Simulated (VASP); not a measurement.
Given:

```xyz
3
Lattice="1.5222 -2.6366 0.0000 1.5222 2.6366 0.0000 0.0000 0.0000 3.2450" Properties=species:S:1:pos:R:3 pbc="T T T"
Ti     0.0000     0.0000     3.2450
B      1.5222     0.8789     1.6225
B      1.5222    -0.8789     1.6225
```

Calculation: revPBE GGA, VASP's PBE PAW potentials (set 64) (plane waves; VASP). Run with 520 eV cut-off, Gaussian smearing of 0.050 eV, potentials Ti_sv B.

Question: Give the energies of bands 6 to 12 at the high-symmetry points, in eV from the Fermi level.

Answer: 
| band | Γ | M | K | A | L | H |
|---|---|---|---|---|---|---|
| 6 | -2.65 | -9.35 | -8.42 | -7.65 | -7.64 | -8.63 |
| 7 | -2.65 | -3.34 | -7.37 | -0.64 | -4.67 | -5.79 |
| 8 | -2.42 | -3.27 | -1.92 | -0.64 | -3.86 | -3.23 |
| 9 | -2.16 | -2.31 | -1.92 | -0.26 | -3.25 | -3.23 |
| 10 | 1.76 | 1.22 | 1.26 | -0.26 | 2.34 | 2.37 |
| 11 | 1.76 | 2.60 | 1.26 | 0.35 | 2.78 | 4.03 |
| 12 | 3.51 | 3.06 | 1.87 | 0.35 | 4.26 | 4.03 |

It has no gap at this level: it comes out as a metal or semimetal.

The compound is TiB2 in the AlB2 type structure. It was relaxed first.
